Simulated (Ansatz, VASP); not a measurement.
# TiTe2: VASP beside Ansatz, part 2 of 2

Wanted: the spread between two codes on one cell, functional and k mesh. The cell is taken from a series of runs on this material, whose earlier steps may have relaxed, scaled, displaced or heated it; both programs get it as it stands.

VASP 6.6.1 and Ansatz 0.2.0.

So far: Set-up; VASP: zone-centre phonons, PBE.

**3. Ansatz: zone-centre phonons, PBE**

Level of this step: Ansatz beside VASP: Kohn-Sham DFT, plane waves, PBE (Ansatz).

Ansatz runs on its PAW soft_1 files.

The same cell, functional, mesh and smearing now go to Ansatz, which takes its cutoff from its data sets.

input.yaml reads:

```yaml
crystal:
  lattice:
    - [3.7640416193, 0.0, 0.0]
    - [-1.8820208096, 3.2597556632, 0.0]
    - [0.0, 0.0, 6.8807962863]
  atoms:
    - { symbol: Ti, position: [0.0, 0.0, 0.0] }
    - { symbol: Te, position: [0.6666666667, 0.3333333333, 0.251728663] }
    - { symbol: Te, position: [0.3333333333, 0.6666666667, 0.748271337] }
kpoints:
  mp_grid: { grid: [15, 15, 8] }
hamiltonian:
  xc: pbe
  pseudopotentials: { kind: paw, azcp: { folder: soft_1 } }
scf:
  occupations: { method: methfessel_paxton, width: 0.2 }
output:
  eigenvalues: true
phonons:
  method: dfpt
```

Started as:

```
$ ansatz run input.yaml --threads 4 --pin off --max-ram 15360MiB --backend cpu --events-out ev --progress --plain --runs-dir out
```

Numbers of over 12 decimals in the logs are rounded to 6 here.

What it wrote:

```text
Engine: ansatz 0.2.0, aarch64-unknown-linux-gnu
Pseudopotentials: kind: paw
Pseudopotential: Ti, paw, valence charge 12, recommended cutoff 420 eV (normal), soft_1/Ti.paw.azcp
Pseudopotential: Te, paw, valence charge 16, recommended cutoff 420 eV (normal), soft_1/Te.paw.azcp
Functional definition: PBE
  parameter kappa = 0.804
  parameter beta = 0.066725
  exchange = pbe_x(kappa = kappa, mu = beta*pi^2/3)
  correlation = pbe_c(beta = beta)
Crystal: 3 atoms, lattice volume = 84.426 Å³
Basis set: ecut = 420 eV, 1643 PW (Γ), exchange–correlation on 54×54×96 points (8 copies of the dense FFT grid, shifted against one another)
Bands: 27, of which v1, the nominal top of the filled ones, is band 22 counted from 1 (21 counted from 0)
Symmetry: 12 space group operations
k-points: 488 of 1800 (irreducible under 2 space group operations, time reversal used)
Non-local potential: Ti, projectors of the file, l = 0: 3, l = 1: 2, l = 2: 3, l = 3: 1
Non-local potential: Te, projectors of the file, l = 0: 2, l = 1: 2, l = 2: 2, l = 3: 1
PAW form: soft (Blöchl's): semilocal exchange-correlation on the pseudo side does not see the compensation charge
PAW one-centre angular grid: Ti, 590 points (default); XC on 64 Gauss nodes
PAW one-centre angular grid: Te, 590 points (default); XC on 64 Gauss nodes
Initial density: superposition of atomic densities (chi_scale 0.1, normalization cell, long waves kept (reshape's long-wave potential 0.07 eV rms))
Initial wavefunctions: pseudopotential atomic-orbital guess
Functional: x = pbe(κ = 0.804, μ = 0.219515), c = pbe(β = 0.066725)
SCF iter   1: F=—  HF=-16464.930030 eV  |F-HF|=—  |Δ(HF+E_count)|=         —  Δρ=1.32e-1  dr2=4.39e1  ethr=3.10e-3  ⟨swp⟩=5.8  Hψ=55761  notcnv=0
preconditioner: auto → LDOS  [metal: Δε(μ)=0.007 eV  Ē_g=5.468 eV  σ=0.200 eV  W_gap=0.03  n_scr=22 (ndim 8)  ℏωp=16.2 eV  f_vac=0.013  D(μ)=3.33/eV (n_scr^D=34)  β→1.0]
SCF iter   2: F=—  HF=-16462.151862 eV  |F-HF|=—  |Δ(HF+E_count)|=    2.78e0  S|Δr|=    0.00e0  Δρ=4.64e-2  dr2=3.02e0  ethr=3.10e-3  ⟨swp⟩=3.8  Hψ=30724  notcnv=0  defer=21
SCF iter   3: F=—  HF=-16461.978933 eV  |F-HF|=—  |Δ(HF+E_count)|=   1.73e-1  S|Δr|=    0.00e0  Δρ=1.79e-2  dr2=8.59e-1  ethr=3.10e-3  ⟨swp⟩=2.4  Hψ=22308  notcnv=0  defer=2
SCF iter   4: F=—  HF=-16461.889669 eV  |F-HF|=—  |Δ(HF+E_count)|=   8.93e-2  S|Δr|=    0.00e0  Δρ=8.05e-3  dr2=8.58e-2  ethr=1.95e-3  ⟨swp⟩=1.9  Hψ=18207  notcnv=0  defer=3
SCF iter   5: F=—  HF=-16461.880469 eV  |F-HF|=—  |Δ(HF+E_count)|=   9.20e-3  S|Δr|=    0.00e0  Δρ=3.01e-3  dr2=1.50e-2  ethr=1.95e-4  ⟨swp⟩=1.6  Hψ=14586  notcnv=0  defer=3
SCF iter   6: F=—  HF=-16461.879399 eV  |F-HF|=—  |Δ(HF+E_count)|=   1.07e-3  S|Δr|=    0.00e0  Δρ=3.52e-4  dr2=8.02e-5  ethr=3.40e-5  ⟨swp⟩=1.2  Hψ=13300  notcnv=0  defer=3
SCF iter   7: F=—  HF=-16461.879423 eV  |F-HF|=—  |Δ(HF+E_count)|=   2.43e-5  S|Δr|=    0.00e0  Δρ=1.27e-4  dr2=2.46e-5  ethr=1.82e-7  ⟨swp⟩=3.0  Hψ=27502  notcnv=0  defer=3
SCF iter   8: F=—  HF=-16461.879422 eV  |F-HF|=—  |Δ(HF+E_count)|=   1.35e-6  S|Δr|=    0.00e0  Δρ=5.06e-5  dr2=4.03e-6  ethr=5.60e-8  ⟨swp⟩=1.1  Hψ=13201  notcnv=0  defer=3
SCF iter   9: F=—  HF=-16461.879420 eV  |F-HF|=—  |Δ(HF+E_count)|=   1.56e-6  S|Δr|=    0.00e0  Δρ=1.30e-5  dr2=2.48e-7  ethr=9.16e-9  ⟨swp⟩=1.1  Hψ=13236  notcnv=0  defer=4
SCF iter  10: F=—  HF=-16461.879420 eV  |F-HF|=—  |Δ(HF+E_count)|=   1.29e-8  S|Δr|=    0.00e0  Δρ=7.54e-7  dr2=3.99e-10  ethr=5.64e-10  ⟨swp⟩=1.9  Hψ=15359  notcnv=0  defer=4
SCF iter  11: F=—  HF=-16461.879420 eV  |F-HF|=—  |Δ(HF+E_count)|=  6.84e-10  S|Δr|=    0.00e0  Δρ=1.68e-7  dr2=2.71e-11  ethr=1.00e-12  ⟨swp⟩=2.8  Hψ=25332  notcnv=0  defer=4
SCF iter  12: F=-16461.879420 eV  HF=-16461.879420 eV  |F-HF|=7.28e-12  |Δ(HF+E_count)|=  3.64e-12  S|Δr|=    0.00e0  Δρ=5.27e-8  dr2=2.13e-12  ethr=1.00e-12  ⟨swp⟩=6.1  Hψ=55244  notcnv=0
SCF 1 converged in 12 iterations: F = -16461.879420 eV  dr2 = 2.13e-12
  greatest PAW one-centre occupation: 0.999 electrons in one spin orbital (limit 2), on the Ti atom at site 0 (counted from 0), in its partial waves of l = 0
DFPT response loops at Γ: preconditioner auto → Kerker (q_TF=auto, 2.447 Å⁻¹) (partly filled bands, converged f_vac=0.027); β = 1.00, the filter's whole step (`scf.mixing.beta` (0.50) is not read by the response loops under this deck's `scf.mixing.preconditioner`; to damp them name `kerker` or `kerker_dos`, under which they read `scf.mixing.beta`, and type it under 1.00, their step now; both keys bind the ground state too); Broyden in place of MSR1
SCF converged after 12 iterations
Stability not checked: this state was not tested for a lower state beside it, because cold or Methfessel-Paxton smearing, or corrected tetrahedra, fill the levels in a way that the test cannot read (fill_not_monotonic; see scf.lower_state_search)
Free energy (F): -16461.879420 eV
Harris-Foulkes:  -16461.879420 eV  (|F-HF|=7.28e-12)
Internal energy: -16461.879937 eV  (E = F + TS)
E sigma→0 (E₀):  -16461.879549 eV
Entropy (-TS):   0.000517 eV (0.172 meV/atom)
Fermi energy:    9.497845 eV
Step filling:    the computed levels leave a gap of 0.0000 eV = 0.0 smearing widths at the electron count; against every level under it full and every level over it empty, smearing changes F+E_penalty+E_count by +0.077 meV and its σ→0 estimate by -0.052 meV
--- Per-component energies (eV) ---
  E_band       = -701.263181
  E_kinetic    = 623.505719
  E_local      = -4523.021626  (includes V_loc(G=0)·N_el)
  E_nonlocal   = 193.214492
  E_hartree    = 2160.436650
  E_xc         = -360.480108
  E_vxc        = -348.572123  (∫ρ·V_xc dr)
  E_paw        = -10385.586464  (= ΣΔE_a)
  E_vpaw       = -967.263114  (= ΣTr[D̂ρ^β])
  E_aug_tail   = 0.000107  (compensation charges beyond the density's cutoff)
  E_ewald      = -4169.948707
  E_smearing   = 0.000517  (= −TS)
  E_closure    = 0.000000  (closes the sum)
  Σ components = -16461.879420   (vs F -16461.879420, Δ=0.00e0)
--- Band table (eV; the first three rows and the last of 488) ---
  k-point 0: bands = [... 18 lower, 7.9205, 9.4826, 9.7787, 9.8829, 9.8829, 10.5944, 10.5944, 12.6497, ... 1 higher]
  k-point 1: bands = [... 18 lower, 7.9255, 8.9922, 9.8821, 9.8821, 10.0444, 10.5677, 10.5677, 12.6863, ... 1 higher]
  k-point 2: bands = [... 18 lower, 7.9378, 8.2323, 9.8803, 9.8803, 10.2381, 10.5056, 10.5056, 12.7729, ... 1 higher]
  k-point 487: bands = [... 18 lower, 6.5587, 7.0406, 7.4277, 8.0591, 10.1458, 10.7757, 10.8869, 11.3799, ... 1 higher]
--- Phonons (Γ-DFPT): 4 representative perturbations + reference, on 488 of 1800 k-points (Σ response iterations 14) ---
  k mesh reduced under 2 symmetry operations, with k and −k counted as one. Each operation leaves every solved perturbation unchanged. A smaller set is not used because it would not reduce the number of displacements times k-points to solve
  ASR residual: 7.602e-5 → 0.000e0 eV/Å²; symmetrization residual: 1.494e-5 eV/Å²
  ASR residual per site (eV/Å²): 7.60e-5 2.31e-5 2.31e-5
  Γ frequencies (cm⁻¹): 0.00 0.00 0.00 94.36 94.36 136.07 166.06 166.06 253.34
  non-analytic LO–TO correction: not included (Born effective charges unavailable; polar crystals: no LO–TO splitting at Γ)
```

**4. Side by side**

Known differences besides the potentials themselves: the data sets hold 44 valence electrons in Ansatz (on its PAW soft_1 files) and 24 in VASP; the cutoff is 420 eV in Ansatz and 500 eV in VASP. Total energies have different zeros and are not compared.

Compared:

```
                  quantity  Ansatz   VASP  difference
optical mode 1 to 2 (cm⁻¹)    94.4   94.4     -0.02 %
     optical mode 3 (cm⁻¹)   136.1  135.9     +0.10 %
optical mode 4 to 5 (cm⁻¹)   166.1  166.5     -0.28 %
     optical mode 6 (cm⁻¹)   253.3  254.0     -0.26 %
```

Modes are paired by rising frequency, not by their patterns, so a pair may set unlike modes beside each other; they are those without the splitting of longitudinal modes.

**5. Summary of results**

```json
{
 "r.m.s. difference of the optical zone-centre modes, each program's sorted by frequency (zone-centre phonons, PBE)": "0.39 cm⁻¹"
}
```

What this shows: The r.m.s. difference of the optical zone-centre modes, each program's sorted by frequency is 0.39 cm⁻¹ (zone-centre phonons, PBE). The data sets hold unlike numbers of valence electrons (44 in Ansatz and 24 in VASP), so part of the differences comes from the potentials. Such differences can come from data sets, numerical settings and the points named under the comparisons, not from the functional's error against experiment.

[Lines on the potential files, build, host, timing and source positions are cut from VASP's logs without a mark.]

[Logs are printed without paths, hosts, clocks, repeated set-up lines and the standing remarks that a program may print on its own settings, such as how far it seeks lower states.]

[Hosts, paths, dates, database ids (printed as entryN), source tags and the programs' standing remarks are cut or masked in the printed files.]
